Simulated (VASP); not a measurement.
ZnCd2SeS2:

```
CELL_PARAMETERS angstrom
4.48436 0.00000 0.00000
0.00000 4.48436 0.00000
0.00000 0.00000 6.71444
ATOMIC_POSITIONS crystal
Zn 0.00000 0.00000 0.50000
Cd 0.50000 0.50000 0.77869
Cd 0.50000 0.50000 0.22131
Se 0.00000 0.00000 0.00000
S 0.00000 0.50000 0.38188
S 0.50000 0.00000 0.61812
```

The cell was built by a generator and needn't be a form met in nature.

- Program: VASP 6.6.1
- Task: relaxation of cell and atoms
- Functional: PBE
- Potentials or basis: VASP PAW PBE potentials, release 64 (Zn, Cd, Se, S)
- Cutoff: 520 eV
- k mesh: 3 × 3 × 2
- Occupations: gaussian, width 0.15 eV
- Spin: no spin polarisation

At the start: pressure 1.8 GPa; volume 22.50 Å³/atom.

How do energy, volume and symmetry change on relaxing?

Over 17 steps the energy falls by 302.6 meV/atom and the volume is 22.90 Å³/atom (+1.8 %); space group P-4m2 (No. 115, to 0.05 Å).

The path:
```
step  energy change (eV)  largest force (eV/Å)  pressure (GPa)  volume (Å³)
   1              0.0000                0.9099            1.75       135.02
   2             -0.2474                0.6973           -0.37       139.83
   3             -0.3835                0.3756           -2.18       145.02
   4             -0.4002                0.4674           -2.52       147.45
   5             -0.5873                0.8568           -1.68       144.42
   6             -0.7177                1.4120            0.18       140.51
   7             -0.5233                2.8993            5.12       131.87
   8             -0.7334                1.7043            1.03       138.70
   9             -0.9580                1.7599            1.39       138.35
  10             -1.5792                1.3814            1.65       135.99
  11             -0.3186                0.8114            2.93       126.11
  12             -1.7480                0.7879            1.21       134.81
  13             -1.7540                0.6587            1.45       134.28
  14             -1.8078                0.1992           -0.94       139.33
  15             -1.8078                0.2405           -0.60       138.86
  16             -1.8155                0.1063            0.36       137.20
  17             -1.8156                0.0774            0.20       137.39
```

Final structure:
```
Zn Cd Se S
1.0
     3.86323    0.00000    0.00000
     0.00000    3.86323    0.00000
     0.00000    0.00000    9.20596
Zn Cd Se S
1 2 1 2
Cartesian
  0.0000 0.0000 4.6030
  1.9316 1.9316 7.6371
  1.9316 1.9316 1.5689
  0.0000 0.0000 0.0000
  0.0000 1.9316 3.2765
  1.9316 0.0000 5.9295
```

Caveat: the k mesh is coarse (spacing up to 0.47 Å⁻¹), so the values aren't converged.
